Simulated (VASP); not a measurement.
Level of theory: PBEsol GGA, VASP's PBE PAW potentials (set 64) (plane waves; VASP 6.6.1).

VASP ran on this input.

POSCAR:
```
Y
1.0
  1.7302793128  -2.9969319705   0.0000000000
  1.7302793128   2.9969319705   0.0000000000
  0.0000000000   0.0000000000   5.4343078341
Y
2
Cart
  1.7302793128   0.9989793215   1.3585769585
  1.7302793128  -0.9989793215   4.0757308756
```

### KPOINTS
```
K-points
0
Gamma
  12 12 7
0 0 0
```

**INCAR**
```
# general
SYSTEM  = Y
PREC    = Accurate
ENCUT   = 500
LREAL   = .False.
LASPH   = .True.   # aspherical one-centre terms

# electronic loop
EDIFF   = 1E-6   # SCF stop (eV)
NELM    = 100
ALGO    = Normal   # blocked Davidson
LMAXMIX = 4   # l cut-off of mixed one-centre charges

# smearing
ISMEAR  = 1
SIGMA   = 0.1   # width (eV)

# functional
GGA     = PS   # PBEsol

# ions
IBRION  = 2   # conjugate gradients
NSW     = 40   # most ionic steps
ISIF    = 3   # ions, shape and volume
EDIFFG  = -0.02   # ionic stop
PSTRESS = 100

# output
LWAVE   = .False.
LCHARG  = .False.
```

POTCAR, in this order: Y_sv (PBE.64 set). Program: vasp_std.

What VASP printed:

OSZICAR:
```
       N       E                     dE             d eps       ncg     rms          rms(c)
DAV:   1     0.875849434677E+02    0.87585E+02   -0.11481E+04  2280   0.138E+03
DAV:   2    -0.648463593861E+01   -0.94070E+02   -0.92998E+02  2862   0.288E+02
DAV:   3    -0.137580587442E+02   -0.72734E+01   -0.71993E+01  4289   0.481E+01
DAV:   4    -0.138854168985E+02   -0.12736E+00   -0.12732E+00  2443   0.732E+00
DAV:   5    -0.138892792978E+02   -0.38624E-02   -0.38623E-02  3239   0.903E-01    0.362E+01
DAV:   6    -0.135868200385E+02    0.30246E+00   -0.41105E-01  2280   0.477E+00    0.223E+01
DAV:   7    -0.135560080082E+02    0.30812E-01   -0.81304E-01  3212   0.600E+00    0.184E+00
DAV:   8    -0.135443141328E+02    0.11694E-01   -0.14267E-01  2770   0.257E+00    0.517E-01
DAV:   9    -0.135442647918E+02    0.49341E-04   -0.49531E-03  2937   0.544E-01    0.175E-01
DAV:  10    -0.135442327414E+02    0.32050E-04   -0.66358E-04  2774   0.240E-01    0.643E-02
DAV:  11    -0.135442385604E+02   -0.58190E-05   -0.43157E-05  3279   0.522E-02    0.628E-02
DAV:  12    -0.135442346571E+02    0.39032E-05   -0.93585E-06  2623   0.263E-02    0.112E-02
DAV:  13    -0.135442349575E+02   -0.30032E-06   -0.85159E-07  1707   0.941E-03
   1 F= -.10026552E+02 E0= -.10026215E+02  d E =-.100266E+02
       N       E                     dE             d eps       ncg     rms          rms(c)
DAV:   1    -0.161932959530E+02   -0.26491E+01   -0.63787E+01  3380   0.587E+01    0.145E+01
DAV:   2    -0.135551031490E+02    0.26382E+01   -0.54745E+00  2799   0.180E+01    0.565E+00
DAV:   3    -0.129428709409E+02    0.61223E+00   -0.36563E+00  3595   0.106E+01    0.281E+00
DAV:   4    -0.130628729202E+02   -0.12000E+00   -0.33506E-01  2812   0.262E+00    0.132E+00
DAV:   5    -0.131550932481E+02   -0.92220E-01   -0.30792E-01  3526   0.196E+00    0.672E-01
DAV:   6    -0.131570506469E+02   -0.19574E-02   -0.57231E-03  2343   0.558E-01    0.337E-01
DAV:   7    -0.131582236624E+02   -0.11730E-02   -0.16432E-03  2316   0.417E-01    0.520E-02
DAV:   8    -0.131582423693E+02   -0.18707E-04   -0.23045E-04  3934   0.701E-02    0.339E-02
DAV:   9    -0.131582931911E+02   -0.50822E-04   -0.10218E-04  2963   0.596E-02    0.406E-03
DAV:  10    -0.131582932895E+02   -0.98416E-07   -0.49971E-06  2389   0.155E-02
   2 F= -.10076801E+02 E0= -.10077054E+02  d E =-.502496E-01
       N       E                     dE             d eps       ncg     rms          rms(c)
DAV:   1    -0.137121918064E+02   -0.55390E+00   -0.79633E+00  3158   0.206E+01    0.511E+00
DAV:   2    -0.133924078139E+02    0.31978E+00   -0.11453E+00  3046   0.744E+00    0.232E+00
DAV:   3    -0.133032265070E+02    0.89181E-01   -0.69515E-01  3566   0.455E+00    0.123E+00
DAV:   4    -0.133202352152E+02   -0.17009E-01   -0.31829E-02  2581   0.127E+00    0.679E-01
DAV:   5    -0.133335178811E+02   -0.13283E-01   -0.18264E-02  3661   0.586E-01    0.152E-01
DAV:   6    -0.133365198475E+02   -0.30020E-02   -0.79904E-03  3760   0.396E-01    0.123E-01
DAV:   7    -0.133368011225E+02   -0.28128E-03   -0.39943E-04  2365   0.177E-01    0.273E-02
DAV:   8    -0.133368033268E+02   -0.22043E-05   -0.72306E-05  3694   0.352E-02    0.131E-02
DAV:   9    -0.133368049141E+02   -0.15873E-05   -0.92597E-06  2952   0.209E-02    0.423E-03
DAV:  10    -0.133368054761E+02   -0.56197E-06   -0.59241E-07  1161   0.628E-03
   3 F= -.10102697E+02 E0= -.10102704E+02  d E =-.761454E-01
       N       E                     dE             d eps       ncg     rms          rms(c)
DAV:   1    -0.133317594891E+02    0.50454E-02   -0.10175E-02  3341   0.734E-01    0.181E-01
DAV:   2    -0.133313346642E+02    0.42482E-03   -0.12483E-03  3006   0.253E-01    0.781E-02
DAV:   3    -0.133312273220E+02    0.10734E-03   -0.77646E-04  3595   0.151E-01    0.379E-02
DAV:   4    -0.133312505258E+02   -0.23204E-04   -0.42246E-05  2658   0.391E-02    0.216E-02
DAV:   5    -0.133312659682E+02   -0.15442E-04   -0.15637E-05  2954   0.163E-02    0.774E-03
DAV:   6    -0.133312734114E+02   -0.74432E-05   -0.15450E-05  3504   0.169E-02    0.451E-03
DAV:   7    -0.133312740633E+02   -0.65195E-06   -0.39121E-07  1183   0.605E-03
   4 F= -.10102676E+02 E0= -.10102692E+02  d E =-.761242E-01
       N       E                     dE             d eps       ncg     rms          rms(c)
DAV:   1    -0.133388309101E+02   -0.75575E-02   -0.28469E-02  2644   0.133E+00    0.216E-01
DAV:   2    -0.133381382042E+02    0.69271E-03   -0.22169E-03  2605   0.338E-01    0.113E-01
DAV:   3    -0.133379025464E+02    0.23566E-03   -0.15052E-03  3702   0.239E-01    0.780E-02
DAV:   4    -0.133379266302E+02   -0.24084E-04   -0.10757E-04  2519   0.666E-02    0.354E-02
DAV:   5    -0.133379433946E+02   -0.16764E-04   -0.26609E-05  3321   0.267E-02    0.137E-02
DAV:   6    -0.133379467920E+02   -0.33974E-05   -0.13208E-05  3287   0.196E-02    0.380E-03
DAV:   7    -0.133379467373E+02    0.54687E-07   -0.36159E-07  1147   0.488E-03
   5 F= -.10102765E+02 E0= -.10102708E+02  d E =-.891458E-04
```

File OUTCAR:
```
------------------------ aborting loop because EDIFF is reached ----------------------------------------
  FORCE on cell =-STRESS in cart. coord.  units (eV):
  Direction    XX          YY          ZZ          XY          YZ          ZX
  --------------------------------------------------------------------------------------
  Total        3.2080477      3.2080484      3.2463770      0.0000000      0.0000000      0.0000000
  in kB       99.1612783     99.1613015    100.3460449      0.0000000      0.0000000      0.0000000
  external PRESSURE =      -0.4437918 kB  Pullay stress =     100.0000000 kB
  volume of cell :       51.83
      direct lattice vectors                 reciprocal lattice vectors
     1.681637079 -2.912681201 -0.000000000     0.297329314 -0.171663140 -0.000000000
     1.681637079  2.912681201  0.000000000     0.297329314  0.171663140  0.000000000
     0.000000000 -0.000000000  5.291198535     0.000000000 -0.000000000  0.188993097
 POSITION                                       TOTAL-FORCE (eV/Angst)
 -----------------------------------------------------------------------------------
      1.68164      0.97090      1.32280        -0.000000     -0.000000      0.000000
      1.68164     -0.97090      3.96840         0.000000      0.000000      0.000000
 -----------------------------------------------------------------------------------
    total drift:                                0.000000      0.000480     -0.000011
  FREE ENERGIE OF THE ION-ELECTRON SYSTEM (eV)
  ---------------------------------------------------
  free  energy   TOTEN  =       -13.3379467373 eV

  energy  without entropy=      -13.3377754213  energy(sigma->0) =      -13.33788963
  enthalpy is  TOTEN    =       -10.1027648813 eV   P V=        3.2351818560

 reached required accuracy - stopping structural energy minimisation
```
(Selected blocks of OUTCAR.)

### CONTCAR
```
Y
   1.00000000000000
     1.6816370792977424   -2.9126812013892063   -0.0000000000000000
     1.6816370792977424    2.9126812013892063    0.0000000000000000
     0.0000000000000000   -0.0000000000000000    5.2911985353518700
  Y
     2
Direct
     0.3333330000000032    0.6666669999999968    0.2500000000000000
     0.6666669999999968    0.3333330000000032    0.7500000000000000
```

**OUTCAR**
```
 val. band max:        4.1257016738   @ k =   0.2500   0.2500   0.4286

 cond. band min:       4.1381402155   @ k =   0.4167   0.0833   0.2857


 Fermi energy:         4.1291503925

 k-point     1 :       0.0000    0.0000    0.0000
  band No.  band energies     occupation
      1     -37.9748      2.00000
      2     -37.7776      2.00000
      3     -18.6519      2.00000
      4     -17.6225      2.00000
      5     -17.6225      2.00000
      6     -17.4436      2.00000
      7     -17.4436      2.00000
      8     -17.3880      2.00000
      9      -0.8780      2.00000
     10       1.8509      2.00000
     11       5.9474     -0.00000
     12       6.0406     -0.00000
     13       6.0406     -0.00000
     14       6.4114      0.00000
     15       6.8520      0.00000

 k-point     2 :       0.0833   -0.0000    0.0000
  band No.  band energies     occupation
      1     -37.9653      2.00000
      2     -37.7740      2.00000
      3     -18.6259      2.00000
      4     -17.6796      2.00000
      5     -17.6415      2.00000
      6     -17.5035      2.00000
      7     -17.4501      2.00000
      8     -17.3998      2.00000
      9      -0.6813      2.00000
     10       2.0326      2.00000
     11       5.5698     -0.00000
     12       5.6422     -0.00000
     13       6.2234      0.00000
     14       6.6279      0.00000
     15       6.7707      0.00000

 k-point     3 :       0.1667   -0.0000    0.0000
  band No.  band energies     occupation
      1     -37.9389      2.00000
      2     -37.7648      2.00000
      3     -18.5512      2.00000
      4     -17.8352      2.00000
      5     -17.6911      2.00000
      6     -17.6609      2.00000
      7     -17.4695      2.00000
      8     -17.4356      2.00000
      9      -0.1309      2.00000
     10       2.4976      2.00000
     11       4.9005     -0.00000
     12       4.9148     -0.00000
     13       6.1765      0.00000
     14       6.7618      0.00000
     15       6.7773      0.00000
...
```

Energy and stress use the plane-wave basis of the starting cell.

The compound is Y in the hcp structure. This run relaxes it under an external pressure of 10 GPa. Symmetry was kept, so distortions that lower it aren't found.
